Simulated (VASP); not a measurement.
An input for Quantum ESPRESSO's pw.x (written as the equivalent of a VASP run, and not itself run):

```
&CONTROL
  calculation = 'vc-relax'
  pseudo_dir = './pseudo'
  outdir = './out'
  tprnfor = .true.
  tstress = .true.
  nstep = 50
  forc_conv_thr = 0.00039
/
&SYSTEM
  ibrav = 0
  nat = 2
  ntyp = 2
  ecutwfc = 102
  occupations = 'smearing'
  smearing = 'fermi-dirac'
  degauss = 0.003675
  input_dft = 'pz'
/
&ELECTRONS
  conv_thr = 7.3e-08
  electron_maxstep = 100
/
&IONS
/
&CELL
/
ATOMIC_SPECIES
  Cd 112.414 Cd.upf
  S 32.060 S.upf
CELL_PARAMETERS angstrom
     0.0000000    2.9100000    2.9100000
     2.9100000    0.0000000    2.9100000
     2.9100000    2.9100000    0.0000000
ATOMIC_POSITIONS crystal
  Cd   0.0000000  0.0000000  0.0000000
  S    0.2500000  0.2500000  0.2500000
K_POINTS automatic
  5 5 5 0 0 0
```

Q: Translate this input to VASP (INCAR, KPOINTS, POSCAR, choice of POTCAR).

A: This is not unique; one that fits is 
### POSCAR
```
CdS
1.0
  0.0000000000   2.9100000000   2.9100000000
  2.9100000000   0.0000000000   2.9100000000
  2.9100000000   2.9100000000   0.0000000000
Cd S
1 1
direct
  0.0000000000   0.0000000000   0.0000000000
  0.2500000000   0.2500000000   0.2500000000
```

**INCAR**
```
! general
SYSTEM  = CdS
PREC    = Accurate
ENCUT   = 300
LREAL   = .FALSE.
LASPH   = .TRUE.

! electronic loop
EDIFF   = 1E-6
NELM    = 100
ALGO    = Normal
LMAXMIX = 4

! smearing
ISMEAR  = -1
SIGMA   = 0.05

! ions
IBRION  = 2
NSW     = 50
ISIF    = 3
EDIFFG  = -0.01

! output
LWAVE   = .FALSE.
LCHARG  = .FALSE.
```

File KPOINTS:
```
Automatic mesh
0
Gamma
5 5 5
0 0 0
```

POTCAR, in this order: Cd S (LDA.64 set). Program: vasp_std.

What does not carry over: the potentials are each code's own (VASP's PAW set, PseudoDojo norm-conserving files in pw.x), so ENCUT and ecutwfc are chosen apart and not converted; conv_thr bounds pw.x's estimated SCF error, while EDIFF bounds the energy change between steps; forc_conv_thr acts on force components and is met together with etot_conv_thr.

The structure is a typed CdS crystal. This run relaxes it. Symmetry was kept, so distortions that lower it aren't found. The run is one of a series of settings (EDIFFG = -0.01, IBRION = 2, ISIF = 3, NSW = 50 against the base run), some of them coarse on purpose.
